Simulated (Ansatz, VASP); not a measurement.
# TiTe2: VASP beside Ansatz, part 2 of 2

Aim: how closely do two programs agree when they are given the same cell, functional and k mesh? The cell is taken from a series of runs on this material, whose earlier steps may have relaxed, scaled, displaced or heated it; both programs get it as it stands.

VASP 6.6.1 and Ansatz 0.2.0.

So far: The structure; VASP: zone-centre phonons, PBEsol.

## (3) Ansatz: zone-centre phonons, PBEsol

Level of this step: Ansatz beside VASP: Kohn-Sham DFT, plane waves, PBEsol (Ansatz).

Ansatz runs on its PAW soft_1 files.

The same cell, functional, mesh and smearing now go to Ansatz, which takes its cutoff from its data sets.

File input.yaml:

```yaml
crystal:
  lattice:
    - [3.777, 0.0, 0.0]
    - [-1.8885, 3.2709779501, 0.0]
    - [0.0, 0.0, 6.498]
  atoms:
    - { symbol: Ti, position: [0.0, 0.0, 0.0] }
    - { symbol: Te, position: [0.6666666667, 0.3333333333, 0.2608048916] }
    - { symbol: Te, position: [0.3333333333, 0.6666666667, 0.7391951084] }
kpoints:
  mp_grid: { grid: [15, 15, 8] }
hamiltonian:
  xc: pbesol
  pseudopotentials: { kind: paw, azcp: { folder: soft_1 }, xc_functional: pbe }
scf:
  occupations: { method: methfessel_paxton, width: 0.2 }
output:
  eigenvalues: true
phonons:
  method: dfpt
```

Command:

```bash
$ ansatz run input.yaml --threads 4 --pin off --max-ram 8192MiB --backend cpu --events-out ev --progress --plain --runs-dir out
```

Numbers of over 12 decimals in the logs are rounded to 6 here.

Log:

```text
Engine: ansatz 0.2.0, x86_64-unknown-linux-gnu
Pseudopotentials: kind: paw
Pseudopotential: Ti, paw, valence charge 12, recommended cutoff 420 eV (normal), soft_1/Ti.paw.azcp
Pseudopotential: Te, paw, valence charge 16, recommended cutoff 420 eV (normal), soft_1/Te.paw.azcp
Functional definition: PBEsol
  exchange = pbesol_x
  correlation = pbesol_c
Crystal: 3 atoms, lattice volume = 80.279 Å³
Basis set: ecut = 420 eV, 1581 PW (Γ), exchange–correlation on 54×54×90 points (8 copies of the dense FFT grid, shifted against one another)
Bands: 27, of which v1, the nominal top of the filled ones, is band 22 counted from 1 (21 counted from 0)
Symmetry: 12 space group operations
k-points: 488 of 1800 (irreducible under 2 space group operations, time reversal used)
Non-local potential: Ti, projectors of the file, l = 0: 3, l = 1: 2, l = 2: 3, l = 3: 1
Non-local potential: Te, projectors of the file, l = 0: 2, l = 1: 2, l = 2: 2, l = 3: 1
PAW form: soft (Blöchl's): semilocal exchange-correlation on the pseudo side does not see the compensation charge
PAW frozen core: Ti, regenerated for the run's functional, and the local potential with it (the file was generated under x = pbe(κ = 0.804, μ = 0.219515), c = pbe(β = 0.066725))
PAW frozen core: Te, regenerated for the run's functional, and the local potential with it (the file was generated under x = pbe(κ = 0.804, μ = 0.219515), c = pbe(β = 0.066725))
PAW one-centre angular grid: Ti, 590 points (default); XC on 64 Gauss nodes
PAW one-centre angular grid: Te, 590 points (default); XC on 64 Gauss nodes
Initial density: superposition of atomic densities (chi_scale 0.1, normalization cell, long waves kept (reshape's long-wave potential 0.05 eV rms))
Initial wavefunctions: pseudopotential atomic-orbital guess
Functional: x = pbesol(κ = 0.804, μ = 0.123457), c = pbesol(β = 0.046)
SCF iter   1: F=—  HF=-16282.089190 eV  |F-HF|=—  |Δ(HF+E_count)|=         —  Δρ=1.24e-1  dr2=3.70e1  ethr=3.10e-3  ⟨swp⟩=5.7  Hψ=55490  notcnv=0
preconditioner: auto → Kerker (q_TF=auto, 2.468 Å⁻¹)  [metal: Δε(μ)=0.009 eV  Ē_g=5.606 eV  σ=0.200 eV  W_gap=0.04  n_scr=22 (ndim 8)  ℏωp=16.6 eV  f_vac=0.003  D(μ)=2.79/eV (n_scr^D=22)]
SCF iter   2: F=—  HF=-16280.424062 eV  |F-HF|=—  |Δ(HF+E_count)|=    1.67e0  S|Δr|=    0.00e0  Δρ=7.00e-2  dr2=1.38e1  ethr=3.10e-3  ⟨swp⟩=2.6  Hψ=19345  notcnv=0  defer=27
SCF iter   3: F=—  HF=-16279.288514 eV  |F-HF|=—  |Δ(HF+E_count)|=    1.14e0  S|Δr|=    0.00e0  Δρ=1.51e-2  dr2=6.68e-1  ethr=3.10e-3  ⟨swp⟩=3.0  Hψ=19350  notcnv=0  defer=27
SCF iter   4: F=—  HF=-16279.232279 eV  |F-HF|=—  |Δ(HF+E_count)|=   5.62e-2  S|Δr|=    0.00e0  Δρ=3.79e-3  dr2=2.60e-2  ethr=1.52e-3  ⟨swp⟩=1.7  Hψ=16777  notcnv=0
SCF iter   5: F=—  HF=-16279.230357 eV  |F-HF|=—  |Δ(HF+E_count)|=   1.92e-3  S|Δr|=    0.00e0  Δρ=1.54e-3  dr2=3.65e-3  ethr=5.91e-5  ⟨swp⟩=2.0  Hψ=16081  notcnv=0
SCF iter   6: F=—  HF=-16279.230390 eV  |F-HF|=—  |Δ(HF+E_count)|=   3.27e-5  S|Δr|=    0.00e0  Δρ=7.17e-4  dr2=5.84e-4  ethr=8.30e-6  ⟨swp⟩=2.0  Hψ=17032  notcnv=0
SCF iter   7: F=—  HF=-16279.230390 eV  |F-HF|=—  |Δ(HF+E_count)|=   7.38e-7  S|Δr|=    0.00e0  Δρ=3.33e-4  dr2=1.42e-4  ethr=1.33e-6  ⟨swp⟩=2.5  Hψ=21915  notcnv=0
SCF iter   8: F=—  HF=-16279.230381 eV  |F-HF|=—  |Δ(HF+E_count)|=   9.26e-6  S|Δr|=    0.00e0  Δρ=1.15e-4  dr2=1.77e-5  ethr=3.22e-7  ⟨swp⟩=2.4  Hψ=23571  notcnv=0
SCF iter   9: F=—  HF=-16279.230378 eV  |F-HF|=—  |Δ(HF+E_count)|=   2.87e-6  S|Δr|=    0.00e0  Δρ=2.17e-5  dr2=3.43e-7  ethr=4.01e-8  ⟨swp⟩=2.5  Hψ=21021  notcnv=0
SCF iter  10: F=—  HF=-16279.230379 eV  |F-HF|=—  |Δ(HF+E_count)|=   5.36e-7  S|Δr|=    0.00e0  Δρ=6.40e-6  dr2=3.95e-8  ethr=7.79e-10  ⟨swp⟩=3.0  Hψ=25335  notcnv=0
SCF iter  11: F=—  HF=-16279.230379 eV  |F-HF|=—  |Δ(HF+E_count)|=   1.86e-9  S|Δr|=    0.00e0  Δρ=1.98e-6  dr2=4.85e-9  ethr=8.97e-11  ⟨swp⟩=2.3  Hψ=17239  notcnv=0
SCF iter  12: F=—  HF=-16279.230379 eV  |F-HF|=—  |Δ(HF+E_count)|=  5.57e-10  S|Δr|=    0.00e0  Δρ=5.04e-7  dr2=2.95e-10  ethr=1.10e-11  ⟨swp⟩=2.1  Hψ=16125  notcnv=0
SCF iter  13: F=—  HF=-16279.230379 eV  |F-HF|=—  |Δ(HF+E_count)|=  2.00e-11  S|Δr|=    0.00e0  Δρ=1.31e-7  dr2=1.82e-11  ethr=1.00e-12  ⟨swp⟩=2.2  Hψ=16404  notcnv=0
SCF iter  14: F=-16279.230379 eV  HF=-16279.230379 eV  |F-HF|=3.64e-12  |Δ(HF+E_count)|=  1.27e-11  S|Δr|=    0.00e0  Δρ=3.99e-8  dr2=1.60e-12  ethr=1.00e-12  ⟨swp⟩=6.0  Hψ=54116  notcnv=0
SCF 1 converged in 14 iterations: F = -16279.230379 eV  dr2 = 1.60e-12
  greatest PAW one-centre occupation: 0.998 electrons in one spin orbital (limit 2), on the Ti atom at site 0 (counted from 0), in its partial waves of l = 0
DFPT response loops at Γ: preconditioner auto → Kerker (q_TF=auto, 2.468 Å⁻¹) (partly filled bands, converged f_vac=0.013); β = 1.00, the filter's whole step (`scf.mixing.beta` (0.50) is not read by the response loops under this deck's `scf.mixing.preconditioner`; to damp them name `kerker` or `kerker_dos`, under which they read `scf.mixing.beta`, and type it under 1.00, their step now; both keys bind the ground state too); Broyden in place of MSR1
SCF converged after 14 iterations
Stability not checked: this state was not tested for a lower state beside it, because cold or Methfessel-Paxton smearing, or corrected tetrahedra, fill the levels in a way that the test cannot read (fill_not_monotonic; see scf.lower_state_search)
Free energy (F): -16279.230379 eV
Harris-Foulkes:  -16279.230379 eV  (|F-HF|=3.64e-12)
Internal energy: -16279.231638 eV  (E = F + TS)
E sigma→0 (E₀):  -16279.230694 eV
Entropy (-TS):   0.001259 eV (0.420 meV/atom)
Fermi energy:    10.120031 eV
--- Per-component energies (eV) ---
  E_band       = -673.679590
  E_kinetic    = 624.823936
  E_local      = -4257.398012  (includes V_loc(G=0)·N_el)
  E_nonlocal   = 199.438655
  E_hartree    = 2037.862289
  E_xc         = -358.186091
  E_vxc        = -348.719345  (∫ρ·V_xc dr)
  E_paw        = -10205.379590  (= ΣΔE_a)
  E_vpaw       = -967.549505  (= ΣTr[D̂ρ^β])
  E_aug_tail   = 0.000091  (compensation charges beyond the density's cutoff)
  E_ewald      = -4321.281925
  E_core_change = 0.889007  (= ΣΔE_core)
  E_smearing   = 0.001259  (= −TS)
  E_closure    = -0.000000  (closes the sum)
  Σ components = -16279.230379   (vs F -16279.230379, Δ=0.00e0)
--- Band table (eV; the first three rows and the last of 488) ---
  k-point 0: bands = [... 18 lower, 8.3866, 10.4376, 10.4764, 10.4764, 10.6751, 11.1653, 11.1653, 13.2169, ... 1 higher]
  k-point 1: bands = [... 18 lower, 8.3962, 9.9222, 10.4746, 10.4746, 10.9041, 11.1166, 11.1166, 13.2812, ... 1 higher]
  k-point 2: bands = [... 18 lower, 8.4199, 9.0750, 10.4705, 10.4705, 11.0063, 11.0063, 11.0420, 13.4313, ... 1 higher]
  k-point 487: bands = [... 18 lower, 7.0856, 7.4875, 8.0431, 8.7023, 10.7307, 11.3951, 11.5746, 12.0815, ... 1 higher]
--- Phonons (Γ-DFPT): 4 representative perturbations + reference, on 488 of 1800 k-points (Σ response iterations 13) ---
  k mesh reduced under 2 symmetry operations, with k and −k counted as one. Each operation leaves every solved perturbation unchanged. A smaller set is not used because it would not reduce the number of displacements times k-points to solve
  ASR residual: 3.067e-5 → 0.000e0 eV/Å²; symmetrization residual: 9.877e-6 eV/Å²
  ASR residual per site (eV/Å²): 3.07e-5 1.96e-5 1.96e-5
  Γ frequencies (cm⁻¹): 0.00 0.00 0.00 97.87 97.87 137.92 170.27 170.27 261.50
  non-analytic LO–TO correction: not included (Born effective charges unavailable; polar crystals: no LO–TO splitting at Γ)
```

## (4) Comparison

Known differences besides the potentials themselves: the data sets hold 44 valence electrons in Ansatz (on its PAW soft_1 files) and 24 in VASP; the cutoff is 420 eV in Ansatz and 500 eV in VASP; Ansatz makes its cores anew for this functional, VASP keeps those of its PBE data sets. Total energies have different zeros and are not compared.

Compared:

| quantity | Ansatz | VASP | difference |
| --- | --- | --- | --- |
| optical mode 1 to 2 (cm⁻¹) | 97.9 | 98.0 | -0.17 % |
| optical mode 3 (cm⁻¹) | 137.9 | 137.9 | +0.01 % |
| optical mode 4 to 5 (cm⁻¹) | 170.3 | 171.5 | -0.73 % |
| optical mode 6 (cm⁻¹) | 261.5 | 262.3 | -0.32 % |

Modes are paired by rising frequency, not by their patterns, so a pair may set unlike modes beside each other; they are those without the splitting of longitudinal modes.

## (5) What came out

```
r.m.s. difference of the optical zone-centre modes, each program's sorted by frequency (zone-centre phonons, PBEsol) : 0.80 cm⁻¹
difference in optical mode 4 to 5 (zone-centre phonons, PBEsol)                                                      : -0.7 %
```

In words: The r.m.s. difference of the optical zone-centre modes, each program's sorted by frequency is 0.80 cm⁻¹ (zone-centre phonons, PBEsol). The data sets hold unlike numbers of valence electrons (44 in Ansatz and 24 in VASP), so part of the differences comes from the potentials. Among the rows given in per cent, the largest difference of the zone-centre phonons, PBEsol pair is in optical mode 4 to 5, -0.7 %. How closely two codes agree says nothing of how well the functional describes the real material.

[Lines on the potential files, build, host, timing and source positions are cut from VASP's logs without a mark.]

[Logs are printed without paths, hosts, clocks, repeated set-up lines and the standing remarks that a program may print on its own settings, such as how far it seeks lower states.]

[Hosts, paths, dates, database ids (printed as entryN), source tags and the programs' standing remarks are cut or masked in the printed files.]
